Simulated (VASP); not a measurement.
Data:

```
CELL_PARAMETERS angstrom
      5.74236     0.00000     0.00000
     -2.87118     4.97303     0.00000
      0.00000     0.00000     9.39001
ATOMIC_POSITIONS crystal
  V  0.33333 0.66667 0.06259
  V  0.66667 0.33333 0.56259
  V  0.66667 0.33333 0.93741
  V  0.33333 0.66667 0.43741
  O  0.33333 0.66667 0.25000
  O  0.66667 0.33333 0.75000
  O  0.50000 0.00000 0.00000
  O  0.50000 0.50000 0.50000
  O  0.00000 0.50000 0.00000
  O  0.50000 0.00000 0.50000
  O  0.50000 0.50000 0.00000
  O  0.00000 0.50000 0.50000
```
Starting moments (μB, in the order of the record's atoms V V V V O O O O O O O O): 0.7 0.7 0.7 0.7 0.0 0.0 0.0 0.0 0.0 0.0 0.0 0.0.

All values below come from PBEsol GGA, VASP's PBE PAW potentials (set 64) (plane waves; VASP). Run with 520 eV cut-off, 7×7×4 Γ-centred mesh, tetrahedra with Blöchl corrections, potentials V_sv O.

The moments were started parallel, and other spin orders were not tried in this run.

What does the run give for the cell moment, energy per atom (σ→0), band gap (on the k-mesh) with the smallest direct gap where there is one?

```yaml
band gap (on the k-mesh): none (metal, semimetal or under 0.01 eV)
cell_moment: 3.73 μB
energy per atom (σ→0): -9.016 eV/atom
```

Give the moment on each site (PAW-sphere projection).

```tsv
site	moment (μB)
V1	0.92
V2	0.92
V3	0.92
V4	0.92
O5	-0.04
O6	-0.04
O7	-0.04
O8	-0.04
O9	-0.04
O10	-0.04
O11	-0.04
O12	-0.04
```

Total energies compare only between runs with the same potentials, cut-off and functional.

The structure was generated: VO2 was put into the beta-tridymite type (P6_3/mmc), which need not be its known phase. It was relaxed first, which changed the volume by +19 %.
